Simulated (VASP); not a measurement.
OSZICAR of a VASP run on Pd (fcc):

OSZICAR:
```
       N       E                     dE             d eps       ncg     rms          rms(c)
DAV:   1     0.309956505818E+02    0.30996E+02   -0.44989E+03  3567   0.826E+02
DAV:   2    -0.518084639783E+01   -0.36176E+02   -0.35154E+02  3722   0.171E+02
DAV:   3    -0.548803999968E+01   -0.30719E+00   -0.30421E+00  4164   0.181E+01
DAV:   4    -0.548948578666E+01   -0.14458E-02   -0.14455E-02  3989   0.115E+00
DAV:   5    -0.548950371559E+01   -0.17929E-04   -0.17929E-04  4151   0.112E-01    0.693E+00
RMM:   6    -0.523161982871E+01    0.25788E+00   -0.49900E-01  3510   0.774E+00    0.337E+00
RMM:   7    -0.522289522211E+01    0.87246E-02   -0.82346E-03  3510   0.118E+00    0.182E+00
RMM:   8    -0.521958070503E+01    0.33145E-02   -0.12110E-03  3510   0.363E-01    0.905E-02
RMM:   9    -0.521956295988E+01    0.17745E-04   -0.16246E-04  3510   0.135E-01    0.284E-02
RMM:  10    -0.521956810377E+01   -0.51439E-05   -0.34073E-05  2895   0.538E-02
   1 F= -.52195681E+01 E0= -.52192568E+01  d E =-.521957E+01
```

Which electronic solver shows in the log?

It is blocked Davidson (ALGO = Normal, or the opening steps of other solvers) and then RMM-DIIS (ALGO = Fast or VeryFast). The INCAR had ALGO = Fast.

Can the final energy be trusted as converged?

The run converged. It stopped with EDIFF = 1E-5, NELM = 100, NSW = 20 and EDIFFG = -0.03 after 1 ionic step (PBE GGA, plane waves, VASP's PBE PAW potentials (set 64)).

The compound is Pd in the fcc structure. It was relaxed first.
